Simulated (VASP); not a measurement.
These are PBE GGA, VASP's PBE PAW potentials (set 64) (plane waves; VASP) values and carry that method's errors.

The input files of a VASP run:

**POSCAR**
```
CdSe
1.0
  4.4021550000   0.0000000000   0.0000000000
 -2.2010770000   3.8123770000   0.0000000000
  0.0000000000   0.0000000000   7.1812990000
Cd Se
2 2
Cartesian
  2.2010798677   1.2707910625   3.5902904351
 -0.0000018677   2.5415859375   7.1809399351
  2.2010798677   1.2707910625   6.2901716071
 -0.0000018677   2.5415859375   2.6995221071
```

**INCAR**
```
SYSTEM = CdSe
PREC = Accurate; ENCUT = 300; LREAL = .FALSE.
LASPH = .TRUE.
EDIFF = 1E-6; NELM = 100; ALGO = Normal
LMAXMIX = 4
ISMEAR = 0; SIGMA = 0.01
GGA = PE
ISIF = 2
LWAVE = .FALSE.; LCHARG = .FALSE.
```

File KPOINTS:
```
Automatic
0
gamma
  6 6 3
0 0 0
```

POTCAR, in this order: Cd Se (PBE.64 set). Program: vasp_std.

**Question.** Estimate the energy per atom (σ→0), band gap (on the k-mesh).

**Answer.** 
```yaml
energy per atom (σ→0): -2.745 eV/atom
band gap (on the k-mesh): 0.51 eV
```

**OSZICAR**
```
...
DAV:   8    -0.109812269971E+02    0.21190E-02   -0.56543E-02   670   0.238E+00    0.338E-01
DAV:   9    -0.109811754809E+02    0.51516E-04   -0.84029E-03   694   0.106E+00    0.932E-02
DAV:  10    -0.109813204705E+02   -0.14499E-03   -0.86339E-04   694   0.329E-01    0.696E-02
DAV:  11    -0.109814343692E+02   -0.11390E-03   -0.26628E-04   640   0.102E-01    0.209E-02
DAV:  12    -0.109814119108E+02    0.22458E-04   -0.85037E-05   762   0.890E-02    0.594E-03
DAV:  13    -0.109814148187E+02   -0.29079E-05   -0.14623E-05   658   0.208E-02    0.745E-03
DAV:  14    -0.109814147642E+02    0.54497E-07   -0.33661E-07   524   0.276E-03
   1 F= -.10981415E+02 E0= -.10981415E+02  d E =-.317670E-34
```

The structure comes from a computed database's CdSe entry; how it stands against other phases isn't given here. The cell was not relaxed at this level. The run is one of a series of settings (AEXX removed, HFSCREEN removed, ISYM removed, LHFCALC removed, PRECFOCK removed against the base run), some of them coarse on purpose.
